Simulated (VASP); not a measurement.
Consider the following.

```
CELL_PARAMETERS angstrom
      3.32647     0.00000     0.00000
     -1.66323     2.88081     0.00000
      0.00000     0.00000     5.45620
ATOMIC_POSITIONS crystal
  In 0.00000 0.00000 0.99712
  Ga 0.66667 0.33333 0.49592
  N  0.66667 0.33333 0.14604
  N  0.00000 0.00000 0.60252
```

Method: LDA (Ceperley-Alder, Perdew-Zunger), VASP's LDA PAW potentials (set 64) (plane waves; VASP 6.6.1). Run with 520 eV cut-off, 9×9×5 Γ-centred mesh, tetrahedra with Blöchl corrections, potentials In_d Ga_d N.

The cores are frozen, which limits the accuracy of field gradients.

Problem. Give the principal components of the electric field gradient (V/Å²) and the asymmetry η at each nucleus.

Solution. 
| atom | Vxx | Vyy | Vzz | η |
|---|---|---|---|---|
| In1 | -13.5 | -13.5 | 27.0 | 0.00 |
| Ga2 | 14.2 | 14.2 | -28.4 | 0.00 |
| N3 | -7.2 | -7.2 | 14.4 | 0.00 |
| N4 | 3.2 | 3.2 | -6.3 | 0.00 |

The structure comes from a computed database's InGaN2 entry (P3m1); how it stands against other phases isn't given here. It was relaxed first, which changed the volume by -6 %.
